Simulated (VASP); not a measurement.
An input for Quantum ESPRESSO's pw.x (written as the equivalent of a VASP run, and not itself run):

```
&CONTROL
  calculation = 'scf'
  pseudo_dir = './pseudo'
  outdir = './out'
  tprnfor = .true.
  tstress = .true.
/
&SYSTEM
  ibrav = 0
  nat = 4
  ntyp = 2
  ecutwfc = 84
  occupations = 'smearing'
  smearing = 'gaussian'
  degauss = 0.003675
  input_dft = 'pbe'
/
&ELECTRONS
  conv_thr = 7.3e-08
  electron_maxstep = 100
/
ATOMIC_SPECIES
  As 74.922 As.upf
  Sb 121.760 Sb.upf
CELL_PARAMETERS angstrom
     4.2518410    0.0000000    0.0000000
    -2.1259210    3.6822020    0.0000000
     0.0000000    0.0000000    5.9260260
ATOMIC_POSITIONS crystal
  As   0.0000000  0.0000000  0.0000000
  As   0.0000000  0.0000000  0.5000000
  Sb   0.3333330  0.6666670  0.2500000
  Sb   0.6666670  0.3333330  0.7500000
K_POINTS automatic
  6 6 4 0 0 0
```

Write the VASP files for the same calculation (PBE).

Several could match; the one computed here: 
File POSCAR:
```
SbAs
1
    4.2518410000     0.0000000000     0.0000000000
   -2.1259210000     3.6822020000     0.0000000000
    0.0000000000     0.0000000000     5.9260260000
As Sb
2 2
Direct
  0.0000000000   0.0000000000   0.0000000000
  0.0000000000   0.0000000000   0.5000000000
  0.3333330000   0.6666670000   0.2500000000
  0.6666670000   0.3333330000   0.7500000000
```

INCAR:
```
! general
SYSTEM  = SbAs
PREC    = Accurate
ENCUT   = 520   ! plane-wave cut-off (eV)
LREAL   = .False.   ! projection in real space or not
LASPH   = .True.   ! aspherical one-centre terms

! electronic loop
EDIFF   = 1E-6
NELM    = 100
ALGO    = Normal
LMAXMIX = 4   ! l cut-off of mixed one-centre charges

! smearing
ISMEAR  = 0
SIGMA   = 0.05   ! width (eV)

! functional
GGA     = PE   ! PBE

! ions
ISIF    = 2

! output
LWAVE   = .False.
LCHARG  = .False.
```

File KPOINTS:
```
K-points
0
Gamma
  6 6 4
0 0 0
```

POTCAR, in this order: As Sb_GW (PBE.64 set). Program: vasp_std.

Limits of the translation: the potentials are each code's own (VASP's PAW set, PseudoDojo norm-conserving files in pw.x), so ENCUT and ecutwfc are chosen apart and not converted; conv_thr bounds pw.x's estimated SCF error, while EDIFF bounds the energy change between steps.

The structure was generated: SbAs was put into the NiAs type (P6_3/mmc), which need not be its known phase. The cell was not relaxed at this level. The run is one of a series of settings (ENCUT = 520, POTCAR As Sb_GW (PBE.64 set) against the base run), some of them coarse on purpose.
